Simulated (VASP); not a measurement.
Data:

```
Al3Tm2Si2
1.0
    5.00470    -1.99660     0.00000
    5.00470     1.99660     0.00000
   -1.18496     0.00000     6.41976
Al Tm Si
3 2 2
Direct
  0.00000   0.00000   0.00000
  0.30510   0.30510   0.13310
  0.69490   0.69490   0.86690
  0.61933   0.61933   0.32313
  0.38067   0.38067   0.67687
  0.09430   0.09430   0.63870
  0.90570   0.90570   0.36130
```
Starting moments (μB, in the order of the record's atoms Al Al Al Tm Tm Si Si): 0.0 0.0 0.0 2.0 2.0 0.0 0.0.

All values below come from PBEsol GGA, VASP's PBE PAW potentials (set 64) (plane waves; VASP). Numerical set-up: 300 eV cut-off, 4×4×3 Γ-centred mesh, Gaussian smearing of 0.10 eV, potentials Al Tm Si.

At this cut-off the stress carries a Pulay error, which pulls relaxed volumes low.

Q: Which forces act on the atoms, in eV/Å?

A: 
| atom | Fx | Fy | Fz |
|---|---|---|---|
| Al1 | 0.000 | 0.000 | 0.000 |
| Al2 | 0.079 | 0.000 | 0.046 |
| Al3 | -0.079 | 0.000 | -0.046 |
| Tm4 | -0.165 | 0.000 | 0.256 |
| Tm5 | 0.165 | 0.000 | -0.256 |
| Si6 | -0.217 | 0.000 | 0.048 |
| Si7 | 0.217 | 0.000 | -0.048 |

Q: Give the stress tensor in GPa (positive for a compressed cell).

A: 
```
-0.61   0.00   0.42
 0.00   0.39   0.00
 0.42   0.00  -1.52
```
The pressure is its mean diagonal, -0.58 GPa.

The structure comes from a measured Tm2Al3Si2 entry of the Crystallography Open Database, whose conditions weren't checked. The cell was not relaxed at this level. The k-mesh is coarse (spacing up to 0.42 per Å, 2π included), so the numbers may not be converged in it.
